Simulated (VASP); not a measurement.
```
SnS2
1.0
    1.82500    -3.16099     0.00000
    1.82500     3.16099     0.00000
    0.00000     0.00000     5.90000
Sn S
1 2
Direct
  0.00000   0.00000   0.00000
  0.33333   0.66667   0.25000
  0.66667   0.33333   0.75000
```

Method: G0W0 on PBE orbitals, VASP's PBE PAW potentials (set 64) (plane waves; VASP). Numerical set-up: PREC = Normal, 500 eV cut-off, 4×4×4 Γ-centred mesh, Gaussian smearing of 0.010 eV, potentials Sn_d_GW S_GW.

The mesh is coarse and the basis finite, so the quasiparticle values are not converged.

NBANDS = 192, ENCUTGW = 180 eV, NOMEGA = 64. The PBE levels (eV) that the step starts from are:

```
state                           KS energy  filling
------------------------------  ---------  -------
k1 (0.00, 0.00, 0.00), band 10       3.12        2
k1 (0.00, 0.00, 0.00), band 11       3.40        2
k1 (0.00, 0.00, 0.00), band 12       3.40        2
k1 (0.00, 0.00, 0.00), band 13       3.75        2
k1 (0.00, 0.00, 0.00), band 14       5.67        0
k1 (0.00, 0.00, 0.00), band 15       7.40        0
k1 (0.00, 0.00, 0.00), band 16       9.17        0
k1 (0.00, 0.00, 0.00), band 17       9.17        0
k7 (0.00, 0.25, 0.25), band 10       1.65        2
k7 (0.00, 0.25, 0.25), band 11       2.01        2
k7 (0.00, 0.25, 0.25), band 12       3.00        2
k7 (0.00, 0.25, 0.25), band 13       3.44        2
k7 (0.00, 0.25, 0.25), band 14       5.94        0
k7 (0.00, 0.25, 0.25), band 15       8.76        0
k7 (0.00, 0.25, 0.25), band 16      10.19        0
k7 (0.00, 0.25, 0.25), band 17      10.56        0
k8 (0.50, 0.00, 0.25), band 10       1.30        2
k8 (0.50, 0.00, 0.25), band 11       1.41        2
k8 (0.50, 0.00, 0.25), band 12       3.04        2
k8 (0.50, 0.00, 0.25), band 13       3.30        2
k8 (0.50, 0.00, 0.25), band 14       5.20        0
k8 (0.50, 0.00, 0.25), band 15       8.31        0
k8 (0.50, 0.00, 0.25), band 16       9.97        0
k8 (0.50, 0.00, 0.25), band 17      10.22        0
```

Task: Give the quasiparticle energies and renormalisation factors Z.

Result: 
```tsv
state	QP energy (eV)	Z
k1 (0.00, 0.00, 0.00), band 10	2.55	0.73
k1 (0.00, 0.00, 0.00), band 11	2.88	0.73
k1 (0.00, 0.00, 0.00), band 12	2.88	0.73
k1 (0.00, 0.00, 0.00), band 13	3.18	0.73
k1 (0.00, 0.00, 0.00), band 14	5.97	0.78
k1 (0.00, 0.00, 0.00), band 15	7.69	0.78
k1 (0.00, 0.00, 0.00), band 16	9.62	0.77
k1 (0.00, 0.00, 0.00), band 17	9.62	0.77
k7 (0.00, 0.25, 0.25), band 10	1.04	0.72
k7 (0.00, 0.25, 0.25), band 11	1.42	0.72
k7 (0.00, 0.25, 0.25), band 12	2.40	0.72
k7 (0.00, 0.25, 0.25), band 13	2.90	0.73
k7 (0.00, 0.25, 0.25), band 14	6.29	0.76
k7 (0.00, 0.25, 0.25), band 15	9.11	0.77
k7 (0.00, 0.25, 0.25), band 16	10.69	0.75
k7 (0.00, 0.25, 0.25), band 17	10.99	0.75
k8 (0.50, 0.00, 0.25), band 10	0.70	0.72
k8 (0.50, 0.00, 0.25), band 11	0.80	0.71
k8 (0.50, 0.00, 0.25), band 12	2.44	0.72
k8 (0.50, 0.00, 0.25), band 13	2.74	0.73
k8 (0.50, 0.00, 0.25), band 14	5.48	0.77
k8 (0.50, 0.00, 0.25), band 15	8.59	0.78
k8 (0.50, 0.00, 0.25), band 16	10.26	0.77
k8 (0.50, 0.00, 0.25), band 17	10.70	0.75
```
On the mesh the gap opens from 1.45 to 2.30 eV.

The compound is SnS2 in the 1T layered structure. The cell was not relaxed at this level. The k-mesh is coarse (spacing up to 0.50 per Å, 2π included), so the numbers may not be converged in it.
